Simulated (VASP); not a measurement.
All values below come from PBE GGA, VASP's PBE PAW potentials (set 64) (plane waves; VASP).

VASP input:

KPOINTS_OPT:
```
k-points along high-symmetry lines
7
Line-mode
Reciprocal
  0.000000   0.000000   0.000000 ! GAMMA
  0.000000   0.000000   0.500000 ! X

  0.000000   0.000000   0.500000 ! X
 -0.500000   0.500000   0.500000 ! M

 -0.500000   0.500000   0.500000 ! M
  0.000000   0.000000   0.000000 ! GAMMA

  0.000000   0.000000   0.000000 ! GAMMA
  0.324423   0.324423  -0.324423 ! Z

 -0.324423   0.675577   0.324423 ! Z_0
 -0.500000   0.500000   0.500000 ! M

  0.000000   0.000000   0.500000 ! X
  0.250000   0.250000   0.250000 ! P

  0.250000   0.250000   0.250000 ! P
  0.000000   0.500000   0.000000 ! N

  0.000000   0.500000   0.000000 ! N
  0.000000   0.000000   0.000000 ! GAMMA
```

**INCAR**
```
! general
SYSTEM  =  Mg
PREC    =  Accurate
ENCUT   =  300
LREAL   =  .False.
LASPH   =  .True.

! electronic loop
EDIFF   =  1E-6
NELM    =  100
ALGO    =  Normal

! smearing
ISMEAR  =  0
SIGMA   =  0.05

! functional
GGA     =  PE

! ions
ISIF    =  2

! output
LWAVE   =  .False.
LCHARG  =  .False.
```

KPOINTS:
```
K-points
0
Gamma
  10 10 10
0 0 0
```

### POSCAR
```
Mg
1
   -2.8181170000     2.8181170000     1.5375990000
    2.8181170000    -2.8181170000     1.5375990000
    2.8181170000     2.8181170000    -1.5375990000
Mg
2
Direct
  0.7500000000   0.2500000000   0.5000000000
  0.0000000000   0.0000000000   0.0000000000
```

POTCAR, in this order: Mg (PBE.64 set). Program: vasp_std.

**Question.** What will the output report for the number of irreducible k-points (NKPTS), largest plane-wave count, number of space-group operations, FFT grid (NGX, NGY, NGZ)?

**Answer.** 
```yaml
number of irreducible k-points (NKPTS): 102
largest_plane_wave_count: 592
number_of_space_group_operations: 16
FFT grid (NGX, NGY, NGZ): 24 × 24 × 24
```

The structure was generated: Mg was put into an ordered model structure, which need not be its known phase. The cell was not relaxed at this level.
